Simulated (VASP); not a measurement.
Consider the following.

```xyz
2
Lattice="1.6395 -2.8397 0.0000 1.6395 2.8397 0.0000 0.0000 0.0000 5.0793" Properties=species:S:1:pos:R:3 pbc="T T T"
Sc     1.6395     0.9466     1.2698
Sc     1.6395    -0.9466     3.8095
```

Computed with PBE GGA with D3 dispersion (zero damping), VASP's PBE PAW potentials (set 64) (plane waves; VASP). Run with 520 eV cut-off, 14×14×8 Γ-centred mesh, tetrahedra with Blöchl corrections, potentials Sc_sv.

Predict the energy per atom (σ→0), band gap (on the k-mesh) with the smallest direct gap where there is one.

```json
{
  "band gap (on the k-mesh)": "none (metal, semimetal or under 0.01 eV)",
  "energy per atom (σ→0)": "-6.527 eV/atom"
}
```

The absolute energy has meaning only against runs of the same code, potentials and settings.

The compound is Sc in the hcp structure. It was relaxed first, which changed the volume by -5 %.
